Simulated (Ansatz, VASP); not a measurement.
# Cross-check of TaN between VASP and Ansatz, part 2 of 2

Aim: how closely do two programs agree when they are given the same cell, functional and k mesh? The cell is taken from a series of runs on this material, whose earlier steps may have relaxed, scaled, displaced or heated it; both programs get it as it stands.

VASP 6.6.1 and Ansatz 0.2.0.

So far: Starting point; Ansatz: zone-centre phonons, PBEsol.

### 3. VASP: zone-centre phonons, PBEsol

Level of this step: PBEsol; plane waves and PAW (N, Ta_pv) (VASP).

The same cell, functional, mesh and smearing now go to VASP, with its own data sets.

Lines of VASP's logs that name or quote its potential files are left out, and so is its time.

The input, INCAR:

```
SYSTEM = TaN
PREC = Accurate
ENCUT = 600
EDIFF = 1E-08
NELM = 120
ISMEAR = 1
SIGMA = 0.2
LREAL = .FALSE.
ALGO = Normal
GGA = PS
NBANDS = 14
LASPH = .TRUE.
LORBIT = 11
LWAVE = .FALSE.
LCHARG = .FALSE.
ISIF = 2
IBRION = 8
GGA_COMPAT = .FALSE.
KPAR = 2
```

The input, POSCAR:

```
TaN
1.0
   -0.0391419836      2.1827878338      2.1880324780
    2.1827878338     -0.0391419836      2.1880324780
    2.1436458502      2.1436458502      0.0000000000
N Ta
1 1
Direct
    0.0000000000      0.0000000000      0.0000000000
    0.5000000000      0.5000000000      0.5000000000
```

The input, KPOINTS:

```
Automatic mesh
0
Gamma
16 16 16
0 0 0
```

PAW data sets: N and Ta_pv (PBE family, release 64).

On the command line:

```sh
$ mpirun -np 2 vasp_std
```

Numbers of over 12 decimals in the logs are rounded to 6 here.

The program printed:

```text
[banner, memory and clock lines left out]
running    2 mpi-ranks, on    1 nodes
 distrk:  each k-point on    1 cores,    2 groups
 distr:  one band on    1 cores,    1 groups

 POSCAR found type information on POSCAR N Ta
 POSCAR found :  2 types and       2 ions
|                                                                             |
|               ----> ADVICE to this user running VASP <----                  |
|                                                                             |
|     You enforced a specific xc type in the INCAR file but a different       |
|     [... a line on the potential file left out ...]
|     I HOPE YOU KNOW WHAT YOU ARE DOING!                                     |
|                                                                             |

 LDA part: xc-table for (Slater+PW92), standard interpolation
 POSCAR, INCAR and KPOINTS ok, starting setup
 FFT: planning ... GRIDC
 FFT: planning ... GRID_SOFT
 FFT: planning ... GRID
 WAVECAR not read
 entering main loop
       N       E                     dE             d eps       ncg     rms          rms(c)
DAV:   1     0.969289503520E+02    0.96929E+02   -0.97822E+03 17388   0.135E+03
DAV:   2    -0.225988524499E+02   -0.11953E+03   -0.11246E+03 21302   0.343E+02
DAV:   3    -0.259793461436E+02   -0.33805E+01   -0.33339E+01 20310   0.544E+01
DAV:   4    -0.259983701657E+02   -0.19024E-01   -0.19001E-01 20232   0.408E+00
DAV:   5    -0.259984952599E+02   -0.12509E-03   -0.12509E-03 20146   0.305E-01    0.253E+01
DAV:   6    -0.233255745326E+02    0.26729E+01   -0.56800E+00 20770   0.278E+01    0.106E+01
DAV:   7    -0.232440561904E+02    0.81518E-01   -0.38365E-01 21654   0.601E+00    0.725E+00
DAV:   8    -0.232101569868E+02    0.33899E-01   -0.13444E-01 20952   0.339E+00    0.156E+00
DAV:   9    -0.232055399964E+02    0.46170E-02   -0.13440E-02 19500   0.103E+00    0.365E-01
DAV:  10    -0.232054061638E+02    0.13383E-03   -0.54077E-04 23634   0.289E-01    0.127E-01
DAV:  11    -0.232053676958E+02    0.38468E-04   -0.69014E-05 19818   0.883E-02    0.193E-02
DAV:  12    -0.232053675960E+02    0.99814E-07   -0.38561E-06 22872   0.207E-02    0.174E-03
DAV:  13    -0.232053674646E+02    0.13141E-06   -0.14168E-07 19146   0.328E-03    0.687E-04
DAV:  14    -0.232053674523E+02    0.12308E-07   -0.42505E-09 15114   0.873E-04    0.359E-04
DAV:  15    -0.232053674467E+02    0.55745E-08   -0.72985E-10 10176   0.403E-04
   1 F= -.23205367E+02 E0= -.23204817E+02  d E =-.165188E-02
 Linear response reoptimize wavefunctions to high precision
DAV:   1    -0.232053674468E+02   -0.60254E-10   -0.58914E-11 12930   0.881E-05
 Linear response DOF=           4
 Linear response progress:
  Degree of freedom:   1/  4
       N       E                     dE             d eps       ncg     rms          rms(c)
RMM:   1    -0.235394633713E+00   -0.23539E+00    0.15281E-01 68491   0.298E+00
RMM:   2    -0.231222282756E+00    0.41724E-02   -0.40830E-03 52234   0.522E-01    0.149E-01
RMM:   3    -0.232106127164E+00   -0.88384E-03   -0.86203E-04 47558   0.182E-01    0.760E-02
RMM:   4    -0.233434151210E+00   -0.13280E-02   -0.42841E-04 48469   0.127E-01    0.225E-02
RMM:   5    -0.233534211101E+00   -0.10006E-03   -0.20653E-05 55244   0.355E-02    0.264E-03
RMM:   6    -0.233534597367E+00   -0.38627E-06   -0.20134E-06 55385   0.759E-03    0.996E-04
RMM:   7    -0.233524886498E+00    0.97109E-05   -0.19326E-07 55622   0.222E-03    0.403E-04
RMM:   8    -0.233526122926E+00   -0.12364E-05   -0.32073E-08 59793   0.753E-04    0.151E-04
RMM:   9    -0.233525374718E+00    0.74821E-06   -0.48482E-09 59965   0.259E-04    0.263E-05
RMM:  10    -0.233525103894E+00    0.27082E-06   -0.18958E-09 62514   0.854E-05    0.152E-05
RMM:  11    -0.233525119869E+00   -0.15975E-07   -0.29363E-09 63000   0.284E-05    0.614E-06
RMM:  12    -0.233525151358E+00   -0.31489E-07   -0.27420E-09 57526   0.142E-05    0.214E-06
RMM:  13    -0.233525152794E+00   -0.14358E-08   -0.26228E-09 51625   0.765E-06    0.421E-07
 first order change of Fermi-energy  -0.10204E-03
 force on displaced ion       1 direction 1 :  -8.547   0.363   0.000
 Linear response progress:
  Degree of freedom:   2/  4
       N       E                     dE             d eps       ncg     rms          rms(c)
RMM:   1    -0.234702148598E+00   -0.23470E+00    0.15858E-01 38346   0.297E+00
RMM:   2    -0.231146572818E+00    0.35556E-02   -0.40184E-03 29466   0.514E-01    0.148E-01
RMM:   3    -0.232025813765E+00   -0.87924E-03   -0.85704E-04 26672   0.181E-01    0.756E-02
RMM:   4    -0.233349909949E+00   -0.13241E-02   -0.42862E-04 27151   0.127E-01    0.225E-02
RMM:   5    -0.233447186792E+00   -0.97277E-04   -0.20564E-05 31069   0.355E-02    0.259E-03
RMM:   6    -0.233446586461E+00    0.60033E-06   -0.19676E-06 31022   0.754E-03    0.982E-04
RMM:   7    -0.233437143847E+00    0.94426E-05   -0.19383E-07 31079   0.219E-03    0.399E-04
RMM:   8    -0.233438397489E+00   -0.12536E-05   -0.30728E-08 33213   0.750E-04    0.136E-04
RMM:   9    -0.233437577310E+00    0.82018E-06   -0.22922E-09 33069   0.256E-04    0.272E-05
RMM:  10    -0.233437309381E+00    0.26793E-06   -0.65681E-10 34941   0.871E-05    0.156E-05
RMM:  11    -0.233437314113E+00   -0.47317E-08   -0.26070E-09 35215   0.269E-05    0.795E-06
 first order change of Fermi-energy  -0.10406E-03
 force on displaced ion       1 direction 3 :   0.000   0.000  -7.790
 Linear response progress:
  Degree of freedom:   3/  4
       N       E                     dE             d eps       ncg     rms          rms(c)
RMM:   1    -0.135786407966E+00   -0.13579E+00    0.11508E+01 31981   0.246E+01
RMM:   2    -0.164679676966E+00   -0.28893E-01   -0.26667E-02 48695   0.149E+00    0.112E-01
RMM:   3    -0.163934944846E+00    0.74473E-03   -0.20553E-03 57263   0.294E-01    0.513E-02
RMM:   4    -0.163428653425E+00    0.50629E-03   -0.18405E-04 61979   0.933E-02    0.188E-02
RMM:   5    -0.163224784000E+00    0.20387E-03   -0.18319E-05 62138   0.254E-02    0.487E-03
RMM:   6    -0.163210221419E+00    0.14563E-04   -0.28293E-06 59679   0.878E-03    0.855E-04
RMM:   7    -0.163207011749E+00    0.32097E-05   -0.17565E-07 62931   0.254E-03    0.344E-04
RMM:   8    -0.163208718985E+00   -0.17072E-05   -0.41589E-07 66225   0.892E-04    0.920E-05
RMM:   9    -0.163209572372E+00   -0.85339E-06   -0.57807E-07 64608   0.336E-04    0.440E-05
RMM:  10    -0.163210134612E+00   -0.56224E-06   -0.29204E-07 58199   0.209E-04    0.736E-06
RMM:  11    -0.163210132289E+00    0.23225E-08   -0.15006E-07 68619   0.935E-05    0.686E-06
RMM:  12    -0.163210155053E+00   -0.22763E-07   -0.78578E-08 62706   0.476E-05    0.106E-06
RMM:  13    -0.163210154771E+00    0.28181E-09   -0.49388E-08 59501   0.272E-05    0.866E-07
 first order change of Fermi-energy   0.32320E-03
 force on displaced ion       2 direction 1 :  -8.547   0.362   0.000
 Linear response progress:
  Degree of freedom:   4/  4
       N       E                     dE             d eps       ncg     rms          rms(c)
RMM:   1    -0.136998617340E+00   -0.13700E+00    0.11436E+01 18298   0.244E+01
RMM:   2    -0.165427239452E+00   -0.28429E-01   -0.26304E-02 27344   0.148E+00    0.109E-01
RMM:   3    -0.164718332646E+00    0.70891E-03   -0.20099E-03 32071   0.291E-01    0.503E-02
RMM:   4    -0.164226437989E+00    0.49189E-03   -0.16478E-04 34456   0.906E-02    0.186E-02
RMM:   5    -0.164023175697E+00    0.20326E-03   -0.16290E-05 34560   0.246E-02    0.473E-03
RMM:   6    -0.164009720659E+00    0.13455E-04   -0.28124E-06 33246   0.860E-03    0.830E-04
RMM:   7    -0.164006814632E+00    0.29060E-05   -0.50631E-06 35201   0.248E-03    0.339E-04
RMM:   8    -0.164008463651E+00   -0.16490E-05   -0.98311E-06 36747   0.875E-04    0.801E-05
RMM:   9    -0.164009224356E+00   -0.76070E-06   -0.65936E-06 35952   0.333E-04    0.460E-05
RMM:  10    -0.164009765846E+00   -0.54149E-06   -0.46983E-06 32590   0.212E-04    0.924E-06
RMM:  11    -0.164009840221E+00   -0.74375E-07   -0.29621E-06 36809   0.999E-05    0.667E-06
RMM:  12    -0.164009836656E+00    0.35648E-08   -0.21510E-06 34900   0.519E-05    0.971E-07
RMM:  13    -0.164009847127E+00   -0.10471E-07   -0.13236E-06 34006   0.289E-05    0.845E-07
RMM:  14    -0.164009834312E+00    0.12816E-07   -0.88395E-07 29461   0.181E-05    0.188E-06
RMM:  15    -0.164009846893E+00   -0.12581E-07   -0.49293E-07 25359   0.124E-05    0.143E-06
RMM:  16    -0.164009855593E+00   -0.86995E-08   -0.28350E-07 25864   0.916E-06    0.953E-07
RMM:  17    -0.164009854591E+00    0.10020E-08   -0.15539E-07 16254   0.665E-06    0.107E-06
RMM:  18    -0.164009856106E+00   -0.15150E-08   -0.10189E-07 15847   0.552E-06    0.105E-06
RMM:  19    -0.164009856170E+00   -0.64181E-10   -0.93014E-08 15801   0.489E-06    0.104E-06
 first order change of Fermi-energy   0.28501E-03
 force on displaced ion       2 direction 3 :   0.000   0.000  -7.787
 Linear response finished
```

OUTCAR, selected parts (step 3):

```text
ion  position               nearest neighbor table
   1  0.000  0.000  0.000-   2 2.18   2 2.18   2 2.18   2 2.18   2 2.19   2 2.19
   2  0.500  0.500  0.500-   1 2.18   1 2.18   1 2.18   1 2.18   1 2.19   1 2.19

  LATTYP: Found a body centered orthorhombic cell.
 ALAT       =     3.0315730343
 B/A-ratio  =     1.0365190767
 C/A-ratio  =     1.4434964642

 Subroutine GETGRP returns: Found  8 space group operations
 (whereof  8 operations were pure point group operations)

The static configuration has the point symmetry D_2h.

 Found    621 irreducible k-points:

   k-points           NKPTS =    621   k-points in BZ     NKDIM =    621   number of bands    NBANDS=     14

   dimension x,y,z NGX =    28 NGY =   28 NGZ =   24
   dimension x,y,z NGXF=    56 NGYF=   56 NGZF=   48

   ENCUT  =  600.0 eV  44.10 Ry    6.64 a.u.   6.17  6.17  6.05*2*pi/ulx,y,z

   NELECT =      16.0000    total number of electrons

 k-points in reciprocal lattice and weights: Automatic mesh
   0.00000000  0.00000000  0.00000000       0.000
   0.06250000  0.00000000  0.00000000       0.001
   0.12500000  0.00000000  0.00000000       0.001
   0.18750000  0.00000000  0.00000000       0.001
   0.25000000  0.00000000  0.00000000       0.001
   0.31250000  0.00000000  0.00000000       0.001
   0.37500000  0.00000000  0.00000000       0.001
   0.43750000  0.00000000  0.00000000       0.001
   0.50000000  0.00000000  0.00000000       0.000
[...]
0.25000000  0.25000000  0.50000000       0.000
  -0.25000000  0.25000000  0.50000000       0.000

 average (electrostatic) potential at core
       1 -61.1457       2 -34.3359

  Total        0.4575538      0.4575538      0.1495705      0.3027162      0.0000000      0.0000000
  in kB       35.1710731     35.1710731     11.4971296     23.2690780      0.0000000      0.0000000
  external PRESSURE =      27.2797586 kB  Pullay stress =       0.0000000 kB

  energy-cutoff  :      600.00
  volume of cell :       20.84
      direct lattice vectors                 reciprocal lattice vectors
    -0.039141984  2.182787834  2.188032478    -0.225029610  0.225029610  0.228515804
     2.182787834 -0.039141984  2.188032478     0.225029610 -0.225029610  0.228515804
     2.143645850  2.143645850  0.000000000     0.233247483  0.233247483 -0.228515804

 POSITION                                       TOTAL-FORCE (eV/Angst)
 -----------------------------------------------------------------------------------
      0.00000      0.00000      0.00000        -0.000000      0.000000     -0.000000
      2.14365      2.14365      2.18803         0.000000      0.000000      0.000000
 -----------------------------------------------------------------------------------
    total drift:                                0.000000      0.000000      0.000000

 Eigenvectors and eigenvalues of the dynamical matrix
 ----------------------------------------------------

   1 f  =   12.945137 THz    81.336697 2PiTHz  431.803306 cm-1    53.536763 meV
             X         Y         Z           dx          dy          dz
      0.000000  0.000000  0.000000     0.681247   -0.681247    0.000000
      2.143646  2.143646  2.188032    -0.189480    0.189480    0.000000

   2 f  =   12.406303 THz    77.951099 2PiTHz  413.829716 cm-1    51.308322 meV
             X         Y         Z           dx          dy          dz
      0.000000  0.000000  0.000000    -0.681237   -0.681237    0.000000
      2.143646  2.143646  2.188032     0.189514    0.189514    0.000000

   3 f  =   12.103657 THz    76.049520 2PiTHz  403.734542 cm-1    50.056681 meV
             X         Y         Z           dx          dy          dz
      0.000000  0.000000  0.000000     0.000000    0.000000    0.963436
      2.143646  2.143646  2.188032     0.000000    0.000000   -0.267937

   4 f/i=    0.000299 THz     0.001877 2PiTHz    0.009963 cm-1     0.001235 meV
             X         Y         Z           dx          dy          dz
      0.000000  0.000000  0.000000    -0.189514   -0.189514    0.000000
      2.143646  2.143646  2.188032    -0.681237   -0.681237    0.000000

   5 f/i=    0.000340 THz     0.002138 2PiTHz    0.011351 cm-1     0.001407 meV
             X         Y         Z           dx          dy          dz
      0.000000  0.000000  0.000000     0.189480   -0.189480    0.000000
      2.143646  2.143646  2.188032     0.681247   -0.681247    0.000000

   6 f/i=    0.000670 THz     0.004209 2PiTHz    0.022343 cm-1     0.002770 meV
             X         Y         Z           dx          dy          dz
      0.000000  0.000000  0.000000     0.000000    0.000000   -0.267937
      2.143646  2.143646  2.188032     0.000000    0.000000   -0.963436

 ELASTIC MODULI CONTR FROM IONIC RELAXATION (kBar)
 Direction    XX          YY          ZZ          XY          YZ          ZX
 --------------------------------------------------------------------------------
 XX           0.0000      0.0000      0.0000      0.0000      0.0000      0.0000
 YY           0.0000      0.0000      0.0000      0.0000      0.0000      0.0000
 ZZ           0.0000      0.0000      0.0000      0.0000      0.0000      0.0000
 XY           0.0000      0.0000      0.0000      0.0000      0.0000      0.0000
 YZ           0.0000      0.0000      0.0000      0.0000      0.0000      0.0000
 ZX           0.0000      0.0000      0.0000      0.0000      0.0000      0.0000
 --------------------------------------------------------------------------------
```

### 4. Side by side

Known differences besides the potentials themselves: the data sets hold 18 valence electrons in Ansatz (on its PAW soft_1 files) and 16 in VASP; the cutoff is 420 eV in Ansatz and 600 eV in VASP; Ansatz makes its cores anew for this functional, VASP keeps those of its PBE data sets. Total energies have different zeros and are not compared.

Compared:

```
             quantity  Ansatz   VASP  difference
optical mode 1 (cm⁻¹)   402.7  403.7     -0.25 %
optical mode 2 (cm⁻¹)   413.0  413.8     -0.20 %
optical mode 3 (cm⁻¹)   430.8  431.8     -0.22 %
```

Modes are paired by rising frequency, not by their patterns, so a pair may set unlike modes beside each other; they are those without the splitting of longitudinal modes.

### 5. What came out

```json
{
  "r.m.s. difference of the optical zone-centre modes, each program's sorted by frequency (zone-centre phonons, PBEsol)": "0.93 cm⁻¹"
}
```

**Reading.** The r.m.s. difference of the optical zone-centre modes, each program's sorted by frequency is 0.93 cm⁻¹ (zone-centre phonons, PBEsol). The data sets hold unlike numbers of valence electrons (18 in Ansatz and 16 in VASP), so part of the differences comes from the potentials. Such differences can come from data sets, numerical settings and the points named under the comparisons, not from the functional's error against experiment.

[Lines on the potential files, build, host, timing and source positions are cut from VASP's logs without a mark.]

[Logs are printed without paths, hosts, clocks, repeated set-up lines and the standing remarks that a program may print on its own settings, such as how far it seeks lower states.]

[Hosts, paths, dates, database ids (printed as entryN), source tags and the programs' standing remarks are cut or masked in the printed files.]
